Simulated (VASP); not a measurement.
Calculation: PBEsol GGA, VASP's PBE PAW potentials (set 64) (plane waves; VASP).

Input for VASP

File KPOINTS:
```
Automatic mesh
0
Gamma
11 8 1
0 0 0
```

### INCAR
```
ALGO = Normal
DIPOL = 0.5 0.5 0.5
EDIFF = 1E-6
ENCUT = 400
GGA = PS
IDIPOL = 3
ISMEAR = 1
LASPH = .TRUE.
LCHARG = .FALSE.
LDIPOL = .TRUE.
LMAXMIX = 4
LORBIT = 11
LREAL = .FALSE.
LVHAR = .TRUE.
LWAVE = .FALSE.
NELM = 100
NELMIN = 4
PREC = Normal
SIGMA = 0.1
SYSTEM = Cu(110) slab
```

POSCAR:
```
Cu(110) slab
1
    2.5227565900     0.0000000000     0.0000000000
    0.0000000000     3.5677172552     0.0000000000
    0.0000000000     0.0000000000    24.9153382614
Cu
8
Direct
  0.0000000000   0.0000000000   0.3258062467
  0.5000000000   0.5000000000   0.3715433137
  0.0000000000   0.0000000000   0.4245020112
  0.5000000000   0.5000000000   0.4741753084
  0.0000000000   0.0000000000   0.5258246916
  0.5000000000   0.5000000000   0.5754979888
  0.0000000000   0.0000000000   0.6284566863
  0.5000000000   0.5000000000   0.6741937533
```

POTCAR, in this order: Cu (PBE.64 set). Program: vasp_std. Read from the step before: WAVECAR.

Output

### OUTCAR
```
 ion  position               nearest neighbor table
   1  0.000  0.000  0.326-   3 2.46   2 2.46   2 2.46   2 2.46   2 2.46
   2  0.500  0.500  0.372-   1 2.46   1 2.46   1 2.46   1 2.46   3 2.55   3 2.55   3 2.55   3 2.55
                             4 2.56
   3  0.000  0.000  0.425-   1 2.46   4 2.51   4 2.51   4 2.51   4 2.51   5 2.52   2 2.55   2 2.55
                             2 2.55   2 2.55
   4  0.500  0.500  0.474-   3 2.51   3 2.51   3 2.51   3 2.51   6 2.52   5 2.54   5 2.54   5 2.54
                             5 2.54   2 2.56
   5  0.000  0.000  0.526-   6 2.51   6 2.51   6 2.51   6 2.51   3 2.52   4 2.54   4 2.54   4 2.54
                             4 2.54   7 2.56
   6  0.500  0.500  0.575-   8 2.46   5 2.51   5 2.51   5 2.51   5 2.51   4 2.52   7 2.55   7 2.55
                             7 2.55   7 2.55
   7  0.000  0.000  0.628-   8 2.46   8 2.46   8 2.46   8 2.46   6 2.55   6 2.55   6 2.55   6 2.55
                             5 2.56
   8  0.500  0.500  0.674-   6 2.46   7 2.46   7 2.46   7 2.46   7 2.46
  LATTYP: Found a simple orthorhombic cell.
 ALAT       =     2.5227565900
 B/A-ratio  =     1.4142138284
 C/A-ratio  =     9.8762355275
 Subroutine PRICEL returns:
 Original cell was already a primitive cell.
 Subroutine GETGRP returns: Found  8 space group operations
The static configuration has the point symmetry C_2v.
 The point group associated with its full space group is D_2h.
The dynamic configuration has the point symmetry C_2v.
 Subroutine INISYM returns: Found  8 space group operations
 Subroutine IBZKPT returns following result:
 Found     30 irreducible k-points:

 Following reciprocal coordinates:
            Coordinates               Weight
  0.000000  0.000000  0.000000      1.000000
  0.090909  0.000000  0.000000      2.000000
  0.181818  0.000000  0.000000      2.000000
  0.272727  0.000000  0.000000      2.000000
  0.363636  0.000000  0.000000      2.000000
  0.454545  0.000000  0.000000      2.000000
  0.000000  0.125000  0.000000      2.000000
  0.090909  0.125000  0.000000      4.000000
  0.181818  0.125000  0.000000      4.000000
...
```

### OSZICAR
```
       N       E                     dE             d eps       ncg     rms          rms(c)
DAV:   1    -0.323514307969E+02   -0.32351E+02   -0.32987E-03  5860   0.205E+00    0.112E-01
DAV:   2    -0.323519397455E+02   -0.50895E-03   -0.14019E-02  4024   0.504E+00    0.222E-01
DAV:   3    -0.323507415589E+02    0.11982E-02   -0.44914E-03  3784   0.306E+00    0.140E-02
DAV:   4    -0.323507581518E+02   -0.16593E-04   -0.19767E-04  4756   0.240E-01    0.903E-03
DAV:   5    -0.323507588084E+02   -0.65658E-06   -0.20571E-05  3848   0.139E-01    0.525E-03
DAV:   6    -0.323507593963E+02   -0.58789E-06   -0.64890E-06  3256   0.465E-02
   1 F= -.32350759E+02 E0= -.32350974E+02  d E =0.645242E-03
```

**OUTCAR**
```
------------------------ aborting loop because EDIFF is reached ----------------------------------------
  FORCE on cell =-STRESS in cart. coord.  units (eV):
  Direction    XX          YY          ZZ          XY          YZ          ZX
  --------------------------------------------------------------------------------------
  Total       -2.7641664     -1.9597983     -0.8695403      0.0000000      0.0000000      0.0000000
  in kB      -19.7488678    -14.0019779     -6.2125193      0.0000000      0.0000000      0.0000000
  external PRESSURE =     -13.3211217 kB  Pullay stress =       0.0000000 kB
  volume of cell :      224.25
      direct lattice vectors                 reciprocal lattice vectors
     2.522756590  0.000000000  0.000000000     0.396391790  0.000000000  0.000000000
     0.000000000  3.567717255  0.000000000     0.000000000  0.280291270  0.000000000
     0.000000000  0.000000000 24.915338261     0.000000000  0.000000000  0.040135919
 POSITION                                       TOTAL-FORCE (eV/Angst)
 -----------------------------------------------------------------------------------
      0.00000      0.00000      8.11757         0.000000      0.000000      0.018958
      1.26138      1.78386      9.25713         0.000000      0.000000      0.020667
      0.00000      0.00000     10.57661         0.000000      0.000000     -0.002404
      1.26138      1.78386     11.81424         0.000000      0.000000      0.024871
      0.00000      0.00000     13.10110         0.000000      0.000000     -0.024871
      1.26138      1.78386     14.33873         0.000000      0.000000      0.002404
      0.00000      0.00000     15.65821         0.000000      0.000000     -0.020667
      1.26138      1.78386     16.79777         0.000000      0.000000     -0.018958
 -----------------------------------------------------------------------------------
    total drift:                                0.000000      0.000000      0.000000
  FREE ENERGIE OF THE ION-ELECTRON SYSTEM (eV)
  ---------------------------------------------------
  free  energy   TOTEN  =       -32.3507593963 eV

  energy  without entropy=      -32.3514046387  energy(sigma->0) =      -32.35097448

 total charge

# of ion       s       p       d       tot
------------------------------------------
    1        0.463   0.267   9.215   9.945
    2        0.465   0.394   9.169  10.028
    3        0.463   0.410   9.173  10.047
    4        0.462   0.414   9.168  10.044
    5        0.462   0.414   9.168  10.044
    6        0.463   0.410   9.173  10.047
    7        0.465   0.394   9.169  10.028
    8        0.463   0.267   9.215   9.945
--------------------------------------------------
tot          3.706   2.969  73.452  80.127
```
(Selected blocks of OUTCAR.)

OUTCAR:
```
 val. band max:        0.4854367498   @ k =   0.1818   0.3750   0.0000

 cond. band min:       0.5596847025   @ k =   0.0909   0.2500   0.0000


 Fermi energy:         0.4909970586

 k-point     1 :       0.0000    0.0000    0.0000
  band No.  band energies     occupation
      1      -8.7959      2.00000
      2      -7.8429      2.00000
      3      -6.4275      2.00000
      4      -4.8501      2.00000
      5      -4.3863      2.00000
      6      -4.0089      2.00000
      7      -3.9649      2.00000
      8      -3.8237      2.00000
      9      -3.6070      2.00000
     10      -3.3899      2.00000
     11      -3.1359      2.00000
     12      -3.0437      2.00000
     13      -3.0276      2.00000
     14      -2.9338      2.00000
     15      -2.7583      2.00000
     16      -2.7185      2.00000
     17      -2.5679      2.00000
     18      -2.5199      2.00000
     19      -2.5185      2.00000
     20      -2.4719      2.00000
     21      -2.3188      2.00000
     22      -2.2034      2.00000
     23      -2.1937      2.00000
     24      -2.1640      2.00000
     25      -2.0714      2.00000
     26      -2.0074      2.00000
     27      -1.9933      2.00000
     28      -1.8197      2.00000
     29      -1.7928      2.00000
     30      -1.7706      2.00000
     31      -1.6680      2.00000
     32      -1.6153      2.00000
     33      -1.5926      2.00000
     34      -1.5657      2.00000
     35      -1.4245      2.00000
     36      -1.4016      2.00000
     37      -1.3364      2.00000
     38      -1.1465      2.00000
     39      -1.1198      2.00000
     40      -1.0993      2.00000
     41      -1.0743      2.00000
     42      -0.8653      2.00000
     43      -0.8504      2.00000
     44      -0.8400      2.00000
     45       0.0749      2.00000
     46       1.8371     -0.00000
     47       2.6489      0.00000
     48       3.8285      0.00000
     49       4.1717      0.00000
     50       4.9883      0.00000
     51       5.1492      0.00000
...
```

The cell is a thin slab with vacuum, built from Cu (fcc): (110) face.
